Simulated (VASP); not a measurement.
A run of VASP 6.6.1 is set up as follows.

The input INCAR:

```
SYSTEM = Be3ZnTe4
  PREC = Normal
  ENCUT = 520
  EDIFF = 1E-4
  ISMEAR = 0
  SIGMA = 0.15
  LREAL = .FALSE.
  LASPH = .TRUE.
  NELM = 60
  ALGO = Fast
  ISIF = 3
  LWAVE = .FALSE.
  LCHARG = .FALSE.
  GGA = PE
  IBRION = 2
  NSW = 24
  EDIFFG = -0.08
```

Contents of KPOINTS:

```
regular mesh
0
G
  3 3 3
  0 0 0
```

The input POSCAR:

```
Be3ZnTe4
1.0
    6.1005143700      0.0000000000      0.0000000000
   -3.0502571800      5.2832004200      0.0000000000
    0.0000000000      0.0000000000      5.6891257200
Be Zn Te
3 1 4
Direct
    0.5000000000      0.0000000000      0.5000000000
    0.0000000000      0.5000000000      0.5000000000
    0.5000000000      0.5000000000      0.5000000000
    0.0000000000      0.0000000000      0.0000000000
    0.5000000000      0.0000000000      0.0000000000
    0.0000000000      0.5000000000      0.0000000000
    0.5000000000      0.5000000000      0.0000000000
    0.0000000000      0.0000000000      0.5000000000
```

Potentials or basis: VASP PAW PBE potentials, release 64 (Be, Zn, Te).

Run with:

```console
$ cat potpaw_PBE.64/Be/POTCAR potpaw_PBE.64/Zn/POTCAR potpaw_PBE.64/Te/POTCAR > POTCAR
$ mpirun -np 4 vasp_std > vasp.out
```

Problem. Predict the relaxed cell.

Solution. a = 6.370 Å, b = 6.370 Å, c = 5.017 Å, α = 90.00°, β = 90.00°, γ = 120.00°.

Problem. Estimate the space group after relaxing (to 0.05 Å).

Solution. P6/mmm (No. 191).

Final structure:
```yaml
crystal:
  lattice:
    - [6.37019, 0.00000, 0.00000]
    - [-3.18510, 5.51675, 0.00000]
    - [0.00000, 0.00000, 5.01712]
  atoms:
    - { symbol: Be, position: [0.50000, 0.00000, 0.50000] }
    - { symbol: Be, position: [0.00000, 0.50000, 0.50000] }
    - { symbol: Be, position: [0.50000, 0.50000, 0.50000] }
    - { symbol: Zn, position: [0.00000, 0.00000, 0.00000] }
    - { symbol: Te, position: [0.50000, 0.00000, 0.00000] }
    - { symbol: Te, position: [0.00000, 0.50000, 0.00000] }
    - { symbol: Te, position: [0.50000, 0.50000, 0.00000] }
    - { symbol: Te, position: [0.00000, 0.00000, 0.50000] }
```

Caveat: the k mesh is coarse (spacing up to 0.40 Å⁻¹), so the values aren't converged. Spin-orbit coupling is left out, which matters for the levels of Te.
